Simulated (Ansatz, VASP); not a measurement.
# Ge (amorphous Ge) in two plane-wave programs, part 2 of 2

Aim: how closely do two programs agree when they are given the same cell, functional and k mesh? The cell is taken from a series of runs on this material, whose earlier steps may have relaxed, scaled, displaced or heated it; both programs get it as it stands.

VASP 6.6.1 and Ansatz 0.2.0.

So far. Step 2 (VASP: single point, revPBE, pair 1): The run ends at a pressure of 3.41 GPa, with forces up to 0.62 eV/Å.

### Step 5. VASP: single point, revPBE, pair 2

Level of this step: revPBE; plane waves and PAW (Ge_d) (VASP).

With cell and atoms fixed, the geometry can't cause a difference; cores, projectors, grids and the points listed under the comparison can. The cell compared in this pair holds 1637.30 Å³, against 1533.41 Å³ for the pair before.

INCAR reads:

```
SYSTEM = Ge
PREC = Accurate
ENCUT = 500
EDIFF = 1E-06
NELM = 120
ISMEAR = -1
SIGMA = 0.05
LREAL = Auto
ALGO = Normal
GGA = RE
NBANDS = 536
LORBIT = 11
LWAVE = .FALSE.
LCHARG = .FALSE.
ISIF = 2
LASPH = .TRUE.
GGA_COMPAT = .FALSE.
EFERMI = MIDGAP
NCORE = 2
```

POSCAR reads:

```
Ge
1.0
   11.9494700000      0.1026700000      0.2253800000
    0.1026700000     12.1899700000     -0.0898500000
    0.2253800000     -0.0898500000     11.2460200000
Ge
66
Direct
    0.9204000000      0.2939400000      0.6025700000
    0.2466000000      0.3892700000      0.6164000000
    0.7349900000      0.6311600000      0.1432600000
    0.3226200000      0.7714000000      0.4824800000
    0.1407100000      0.5430400000      0.7596100000
    0.8429600000      0.7825200000      0.0324600000
    0.5718000000      0.0316400000      0.9877000000
    0.5308600000      0.5062500000      0.8382300000
    0.3332600000      0.2012700000      0.3052300000
    0.7584600000      0.9954700000      0.4166100000
    0.8331900000      0.6734900000      0.8445100000
    0.7535800000      0.2824200000      0.1559000000
    0.8086800000      0.6269900000      0.5169200000
    0.0505900000      0.0342600000      0.7686400000
    0.6807500000      0.6787600000      0.3518000000
    0.1301700000      0.6363000000      0.3252500000
    0.0495700000      0.8158000000      0.0739000000
    0.0438800000      0.4009800000      0.1179600000
    0.4520100000      0.9356700000      0.1452300000
    0.5451900000      0.6075100000      0.0403800000
    0.3891300000      0.7547400000      0.0512800000
    0.8428800000      0.4535900000      0.0855200000
    0.0915700000      0.9350000000      0.2533100000
    0.4754200000      0.3030000000      0.6437900000
    0.4212900000      0.3167100000      0.1358800000
    0.0423900000      0.1679200000      0.4745500000
    0.1807300000      0.3098500000      0.4203300000
    0.1761200000      0.5097000000      0.9806900000
    0.1994000000      0.6736200000      0.1139700000
    0.1247900000      0.8283500000      0.4361100000
    0.6171100000      0.8764600000      0.2999200000
    0.2939900000      0.2616700000      0.7884800000
    0.1497300000      0.0142700000      0.5723100000
    0.4685000000      0.9671900000      0.8003600000
    0.8900100000      0.1284900000      0.1157300000
    0.5854400000      0.8472700000      0.6584000000
    0.4538100000      0.5039000000      0.2127500000
    0.8750000000      0.4333900000      0.4536300000
    0.6564100000      0.3384900000      0.8405600000
    0.3245400000      0.6674000000      0.6793800000
    0.7861200000      0.9008000000      0.6152400000
    0.5777300000      0.5007200000      0.3842500000
    0.4813200000      0.9033600000      0.4766700000
    0.4246600000      0.5050400000      0.5620900000
    0.0019900000      0.3820000000      0.7753000000
    0.0199800000      0.7161300000      0.7548900000
    0.3329700000      0.8146700000      0.8489100000
    0.3513900000      0.3957600000      0.9470400000
    0.9503800000      0.7706700000      0.5597800000
    0.7513700000      0.2050000000      0.6913700000
    0.5928700000      0.2362600000      0.0297100000
    0.3405300000      0.0879100000      0.6671700000
    0.0976000000      0.2151700000      0.8588800000
    0.2504200000      0.0512500000      0.1794100000
    0.1217900000      0.8643600000      0.8705500000
    0.3239500000      0.5861800000      0.3732500000
    0.6621300000      0.1727300000      0.4919600000
    0.8280400000      0.4639300000      0.8689500000
    0.6714700000      0.6559200000      0.7038000000
    0.9361100000      0.0640900000      0.3172700000
    0.0898300000      0.1939300000      0.0771700000
    0.7806500000      0.9806300000      0.9888800000
    0.4538800000      0.1229800000      0.4742000000
    0.0560000000      0.4477200000      0.3307800000
    0.8397200000      0.0311500000      0.7745000000
    0.7118800000      0.3394300000      0.3677400000
```

KPOINTS reads:

```
Automatic mesh
0
Gamma
1 1 1
0 0 0
```

PAW data sets: Ge_d (PBE family, release 64).

Launch:

```
> mpirun -np 8 vasp_gam
```

Numbers of over 12 decimals in the logs are rounded to 6 here.

What it wrote:

```text
[banner, memory and clock lines left out]
running    8 mpi-ranks, on    1 nodes
[...]
[... a notice as in an earlier step ...]

 LDA part: xc-table for (Slater+PW92), standard interpolation
 POSCAR, INCAR and KPOINTS ok, starting setup
[...]
entering main loop
       N       E                     dE             d eps       ncg     rms          rms(c)
DAV:   1     0.194849351369E+05    0.19485E+05   -0.36954E+05  1104   0.526E+03
DAV:   2     0.463587682308E+04   -0.14849E+05   -0.14310E+05  1080   0.121E+03
DAV:   3     0.686369247543E+03   -0.39495E+04   -0.38090E+04  1072   0.326E+02
DAV:   4    -0.174040117885E+03   -0.86041E+03   -0.79290E+03  1208   0.140E+02
[...]
DAV:  18    -0.266756473939E+03   -0.20988E-05   -0.76907E-06  1120   0.231E-02    0.155E-03
DAV:  19    -0.266756475731E+03   -0.17914E-05   -0.14586E-05  1072   0.146E-02    0.160E-03
DAV:  20    -0.266756475915E+03   -0.18469E-06   -0.17318E-06   728   0.123E-02
   1 F= -.26675648E+03 E0= -.26671658E+03  d E =-.797962E-01
```

Parts of OUTCAR (step 5):

```text
  Total       -1.5056511     -1.5535874     -1.4335036     -0.0602225      0.1323461     -0.0794059
  in kB       -1.4733540     -1.5202621     -1.4027542     -0.0589307      0.1295072     -0.0777026
  external PRESSURE =      -1.4654568 kB  Pullay stress =       0.0000000 kB

 POSITION                                       TOTAL-FORCE (eV/Angst)
 -----------------------------------------------------------------------------------
     11.16428      3.62348      6.95754         0.000312      0.000767      0.001713
      3.12563      4.71512      6.95265        -0.000566      0.004316     -0.005296
      8.87983      7.75641      1.72005        -0.000540     -0.004060      0.000231
      4.04308      9.39312      5.42938        -0.004456     -0.007189      0.003466
      1.90836      6.56584      8.52551        -0.001615     -0.004709      0.000062
     10.16058      9.62253      0.48472         0.001170      0.002732     -0.000858
      7.05856      0.35565     11.23372         0.001330     -0.002219     -0.004787
      6.58439      6.15036      9.50091        -0.004555     -0.008834     -0.007716
      4.07174      2.46027      3.48965        -0.002277     -0.002807     -0.001289
      9.25930     12.17519      4.76670        -0.001218      0.001192      0.002941
     10.21566      8.21949      9.62465         0.000234      0.004678     -0.001304
      9.06901      3.50605      1.89772         0.000844     -0.001533      0.002696
      9.84417      7.67957      5.93922         0.003601      0.000726     -0.008678
      0.78128      0.35376      8.65246         0.002700      0.003263     -0.005678
[...]
-----------------------------------------------------------------------------------
    total drift:                                0.001911     -0.004135      0.009675

  FREE ENERGIE OF THE ION-ELECTRON SYSTEM (eV)
  ---------------------------------------------------
  free  energy   TOTEN  =      -266.7564759153 eV

  energy  without entropy=     -266.6766797141  energy(sigma->0) =     -266.71657781

[... 1 part as in an earlier step ...]

[... 1 further part left out ...]
```

The run ends at a pressure of -0.15 GPa, with forces up to 0.020 eV/Å.

### Step 6. Ansatz: single point, revPBE, pair 2

The same cell, functional, mesh and smearing now go to Ansatz, which takes its cutoff from its data sets.

The cell is taken from a series of runs on this material, whose earlier steps may have relaxed, scaled, displaced or heated it; both programs get it as it stands.

input.yaml reads:

```yaml
crystal:
  lattice:
    - [11.94947, 0.10267, 0.22538]
    - [0.10267, 12.18997, -0.08985]
    - [0.22538, -0.08985, 11.24602]
  atoms:
    - { symbol: Ge, position: [0.9204, 0.29394, 0.60257] }
    - { symbol: Ge, position: [0.2466, 0.38927, 0.6164] }
    - { symbol: Ge, position: [0.73499, 0.63116, 0.14326] }
    - { symbol: Ge, position: [0.32262, 0.7714, 0.48248] }
    - { symbol: Ge, position: [0.14071, 0.54304, 0.75961] }
    - { symbol: Ge, position: [0.84296, 0.78252, 0.03246] }
    - { symbol: Ge, position: [0.5718, 0.03164, 0.9877] }
    - { symbol: Ge, position: [0.53086, 0.50625, 0.83823] }
    - { symbol: Ge, position: [0.33326, 0.20127, 0.30523] }
    - { symbol: Ge, position: [0.75846, 0.99547, 0.41661] }
    - { symbol: Ge, position: [0.83319, 0.67349, 0.84451] }
    - { symbol: Ge, position: [0.75358, 0.28242, 0.1559] }
    - { symbol: Ge, position: [0.80868, 0.62699, 0.51692] }
    - { symbol: Ge, position: [0.05059, 0.03426, 0.76864] }
    - { symbol: Ge, position: [0.68075, 0.67876, 0.3518] }
    - { symbol: Ge, position: [0.13017, 0.6363, 0.32525] }
    - { symbol: Ge, position: [0.04957, 0.8158, 0.0739] }
    - { symbol: Ge, position: [0.04388, 0.40098, 0.11796] }
    - { symbol: Ge, position: [0.45201, 0.93567, 0.14523] }
    - { symbol: Ge, position: [0.54519, 0.60751, 0.04038] }
    - { symbol: Ge, position: [0.38913, 0.75474, 0.05128] }
    - { symbol: Ge, position: [0.84288, 0.45359, 0.08552] }
    - { symbol: Ge, position: [0.09157, 0.935, 0.25331] }
    - { symbol: Ge, position: [0.47542, 0.303, 0.64379] }
    - { symbol: Ge, position: [0.42129, 0.31671, 0.13588] }
    - { symbol: Ge, position: [0.04239, 0.16792, 0.47455] }
    - { symbol: Ge, position: [0.18073, 0.30985, 0.42033] }
    - { symbol: Ge, position: [0.17612, 0.5097, 0.98069] }
    - { symbol: Ge, position: [0.1994, 0.67362, 0.11397] }
    - { symbol: Ge, position: [0.12479, 0.82835, 0.43611] }
    - { symbol: Ge, position: [0.61711, 0.87646, 0.29992] }
    - { symbol: Ge, position: [0.29399, 0.26167, 0.78848] }
    - { symbol: Ge, position: [0.14973, 0.01427, 0.57231] }
    - { symbol: Ge, position: [0.4685, 0.96719, 0.80036] }
    - { symbol: Ge, position: [0.89001, 0.12849, 0.11573] }
    - { symbol: Ge, position: [0.58544, 0.84727, 0.6584] }
    - { symbol: Ge, position: [0.45381, 0.5039, 0.21275] }
    - { symbol: Ge, position: [0.875, 0.43339, 0.45363] }
    - { symbol: Ge, position: [0.65641, 0.33849, 0.84056] }
    - { symbol: Ge, position: [0.32454, 0.6674, 0.67938] }
    - { symbol: Ge, position: [0.78612, 0.9008, 0.61524] }
    - { symbol: Ge, position: [0.57773, 0.50072, 0.38425] }
    - { symbol: Ge, position: [0.48132, 0.90336, 0.47667] }
    - { symbol: Ge, position: [0.42466, 0.50504, 0.56209] }
    - { symbol: Ge, position: [0.00199, 0.382, 0.7753] }
    - { symbol: Ge, position: [0.01998, 0.71613, 0.75489] }
    - { symbol: Ge, position: [0.33297, 0.81467, 0.84891] }
    - { symbol: Ge, position: [0.35139, 0.39576, 0.94704] }
    - { symbol: Ge, position: [0.95038, 0.77067, 0.55978] }
    - { symbol: Ge, position: [0.75137, 0.205, 0.69137] }
    - { symbol: Ge, position: [0.59287, 0.23626, 0.02971] }
    - { symbol: Ge, position: [0.34053, 0.08791, 0.66717] }
    - { symbol: Ge, position: [0.0976, 0.21517, 0.85888] }
    - { symbol: Ge, position: [0.25042, 0.05125, 0.17941] }
    - { symbol: Ge, position: [0.12179, 0.86436, 0.87055] }
    - { symbol: Ge, position: [0.32395, 0.58618, 0.37325] }
    - { symbol: Ge, position: [0.66213, 0.17273, 0.49196] }
    - { symbol: Ge, position: [0.82804, 0.46393, 0.86895] }
    - { symbol: Ge, position: [0.67147, 0.65592, 0.7038] }
    - { symbol: Ge, position: [0.93611, 0.06409, 0.31727] }
    - { symbol: Ge, position: [0.08983, 0.19393, 0.07717] }
    - { symbol: Ge, position: [0.78065, 0.98063, 0.98888] }
    - { symbol: Ge, position: [0.45388, 0.12298, 0.4742] }
    - { symbol: Ge, position: [0.056, 0.44772, 0.33078] }
    - { symbol: Ge, position: [0.83972, 0.03115, 0.7745] }
    - { symbol: Ge, position: [0.71188, 0.33943, 0.36774] }
kpoints:
  mp_grid: { grid: [1, 1, 1] }
hamiltonian:
  xc: revpbe
  pseudopotentials: { kind: paw, azcp: { folder: soft_1 } }
scf:
  occupations: { method: fermi_dirac, width: 0.05 }
output:
  forces: true
  stress: true
  populations: true
  dos:
    method: { smearing: { sigma: 0.1 } }
    de: 0.1
    projected: { site_lists: { Ge: [Ge] } }
  eigenvalues: true
  write_density: true
  write_potential: true
  volumetric_format: npy
```

Launch:

```
> ansatz run input.yaml --threads 4 --pin off --max-ram 8192MiB --backend cpu --events-out ev --progress --plain --runs-dir out
```

What it wrote:

```text
[...]
Crystal: 66 atoms, lattice volume = 1637.298 Å³
Basis set: ecut = 420 eV, 31971 PW (Γ), exchange–correlation on 160×180×160 points (8 copies of the dense FFT grid, shifted against one another)
Bands: 555, of which v1, the nominal top of the filled ones, is band 462 counted from 1 (461 counted from 0)
Symmetry: 1 space group operations
[...]
k-points: 1
[...]
--- Löwdin populations: 66 sites ---
  site symbol       q [e]
     0     Ge     13.9921
     1     Ge     13.9317
     2     Ge     13.9565
     3     Ge     13.9730
     4     Ge     13.9737
     5     Ge     13.9722
     6     Ge     13.9728
     7     Ge     13.9742
[...]
62     Ge     13.9898
    63     Ge     13.9880
    64     Ge     13.9583
    65     Ge     13.9805
  spilling = 0.002078 (of n_electrons = 924.000000)
[key lines of the parts left out:]
SCF converged after 11 iterations
Free energy (F): -283726.207759 eV
Fermi energy:    7.181156 eV
P = ⅓ Tr σ = 0.0051 GPa (0.051 kbar)
```

### Step 7. Side by side

What differs besides the data sets and the points named for the pairs above, as far as they apply: the cutoff is 420 eV in Ansatz and 500 eV in VASP (PREC = Accurate, projectors in real space). Total energies have different zeros and are not compared.

The two programs side by side:

```csv
quantity,Ansatz,VASP,difference
pressure (GPa),0.01,-0.15,+0.15
gap on the k mesh (eV),0.216,0.216,0.000
```

At this near-relaxed geometry the largest component of a force difference is 9 meV/Å. A gap on the mesh is an upper bound, since the band edges may lie between its points.

### Step 8. Outcome

```yaml
r_m_s_force_difference_single_point_revpbe_pair_1: 1.8 % of the r.m.s. force
difference_in_gap_on_the_k_mesh_single_point_revpbe_pair_2: 3.1e-4 eV
```

The r.m.s. force difference is 1.8 % of the r.m.s. force (single point, revPBE, pair 1), within the 3 % picked in this series as the mark of a large difference. How closely two codes agree says nothing of how well the functional describes the real material.

[Lines on the potential files, build, host, timing and source positions are cut from VASP's logs without a mark.]

[Logs are printed without paths, hosts, clocks, repeated set-up lines and the standing remarks that a program may print on its own settings, such as how far it seeks lower states.]

[Hosts, paths, dates, database ids (printed as entryN), source tags and the programs' standing remarks are cut or masked in the printed files.]
